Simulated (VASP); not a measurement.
OSZICAR of a VASP run on GaN (wurtzite):

**OSZICAR**
```
       N       E                     dE             d eps       ncg     rms          rms(c)
DAV:   1     0.292215709583E+03    0.29222E+03   -0.18455E+04  1064   0.305E+03
DAV:   2     0.964490356903E+01   -0.28257E+03   -0.27418E+03  1182   0.556E+02
DAV:   3    -0.266938491427E+02   -0.36339E+02   -0.36013E+02  1182   0.159E+02
DAV:   4    -0.282735107992E+02   -0.15797E+01   -0.15745E+01  1476   0.350E+01
DAV:   5    -0.282966709087E+02   -0.23160E-01   -0.23153E-01  1180   0.402E+00    0.109E+01
DAV:   6    -0.242207243889E+02    0.40759E+01   -0.15402E+01  1902   0.572E+01    0.312E+00
DAV:   7    -0.243404260979E+02   -0.11970E+00   -0.16843E+00  1140   0.110E+01    0.269E+00
DAV:   8    -0.243386685550E+02    0.17575E-02   -0.26593E-01  1674   0.802E+00    0.831E-01
DAV:   9    -0.243177746468E+02    0.20894E-01   -0.10734E-01  1892   0.558E+00    0.338E-01
DAV:  10    -0.243187107602E+02   -0.93611E-03   -0.55262E-03  1278   0.809E-01    0.134E-01
DAV:  11    -0.243186423626E+02    0.68398E-04   -0.15238E-03  1634   0.731E-01    0.275E-02
DAV:  12    -0.243186583377E+02   -0.15975E-04   -0.17087E-04  1178   0.995E-02    0.157E-02
DAV:  13    -0.243186568826E+02    0.14551E-05   -0.31188E-05  1512   0.118E-01    0.866E-03
DAV:  14    -0.243186575551E+02   -0.67247E-06   -0.47425E-06  1202   0.260E-02
   1 F= -.25003893E+02 E0= -.25003893E+02  d E =-.250039E+02
       N       E                     dE             d eps       ncg     rms          rms(c)
DAV:   1    -0.243193145995E+02   -0.65772E-03   -0.20284E-02  1198   0.128E+00    0.131E-01
DAV:   2    -0.243190516917E+02    0.26291E-03   -0.10340E-03  1284   0.572E-01    0.766E-02
DAV:   3    -0.243188947249E+02    0.15697E-03   -0.28374E-04  1580   0.242E-01    0.962E-03
DAV:   4    -0.243188996190E+02   -0.48941E-05   -0.64288E-05  1086   0.806E-02    0.469E-03
DAV:   5    -0.243188993397E+02    0.27929E-06   -0.34858E-06  1208   0.219E-02
   2 F= -.25004020E+02 E0= -.25004020E+02  d E =-.127703E-03
```

Question: Which electronic solver shows in the log?

Answer: It is blocked Davidson (ALGO = Normal, or the opening steps of other solvers). The INCAR had ALGO = Normal.

Question: Can the final energy be trusted as converged?

Answer: The calculation finished and met its thresholds. It stopped with EDIFF = 1E-6, NELM = 100, NSW = 60 and EDIFFG = -0.02 after 2 ionic steps (PBE GGA with D3 dispersion (zero damping), plane waves, VASP's PBE PAW potentials (set 64)).

The compound is GaN in the wurtzite structure. This run relaxes it. Symmetry was kept, so distortions that lower it aren't found. The start is the result of an earlier pass.
